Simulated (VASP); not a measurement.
An input for Quantum ESPRESSO's pw.x (written as the equivalent of a VASP run, and not itself run):

```
&CONTROL
  calculation = 'scf'
  pseudo_dir = './pseudo'
  outdir = './out'
  tprnfor = .true.
  tstress = .true.
/
&SYSTEM
  ibrav = 0
  nat = 2
  ntyp = 2
  ecutwfc = 98
  occupations = 'smearing'
  smearing = 'methfessel-paxton'
  degauss = 0.00735
  input_dft = 'pbesol'
/
&ELECTRONS
  conv_thr = 7.3e-09
  electron_maxstep = 100
/
ATOMIC_SPECIES
  Al 26.982 Al.upf
  Ni 58.693 Ni.upf
CELL_PARAMETERS angstrom
     2.8354580    0.0000000    0.0000000
     0.0000000    2.8354580    0.0000000
     0.0000000    0.0000000    2.8354580
ATOMIC_POSITIONS crystal
  Al   0.5000000  0.5000000  0.5000000
  Ni   0.0000000  0.0000000  0.0000000
K_POINTS automatic
  13 13 13 0 0 0
```

**Question.** Write the VASP files for the same calculation (PBEsol).

**Answer.** This is not unique; one that fits is 
INCAR:
```
LASPH=.TRUE.   # aspherical one-centre terms
LREAL=.FALSE.
ISMEAR=1
NELM=100   # most electronic steps
ENCUT=520   # plane-wave cut-off (eV)
ISIF=2   # forces and stress, cell fixed
LWAVE=.FALSE.
EDIFF=1E-7   # SCF stop (eV)
LCHARG=.FALSE.
PREC=Accurate
ALGO=Normal
LMAXMIX=4
GGA=PS   # PBEsol
SYSTEM=NiAl
SIGMA=0.1   # width (eV)
```

File POSCAR:
```
NiAl
1
    2.8354579507     0.0000000000     0.0000000000
    0.0000000000     2.8354579507     0.0000000000
    0.0000000000     0.0000000000     2.8354579507
Al Ni
1 1
Direct
  0.5000000000   0.5000000000   0.5000000000
  0.0000000000   0.0000000000   0.0000000000
```

### KPOINTS
```
Automatic mesh
0
Gamma
13 13 13
0 0 0
```

POTCAR, in this order: Al Ni (PBE.64 set). Program: vasp_std.

Limits of the translation: the potentials are each code's own (VASP's PAW set, PseudoDojo norm-conserving files in pw.x), so ENCUT and ecutwfc are chosen apart and not converted; conv_thr bounds pw.x's estimated SCF error, while EDIFF bounds the energy change between steps.

The compound is NiAl in the CsCl type structure. This cell is one point of a volume scan, at 0.97 of the reference volume.
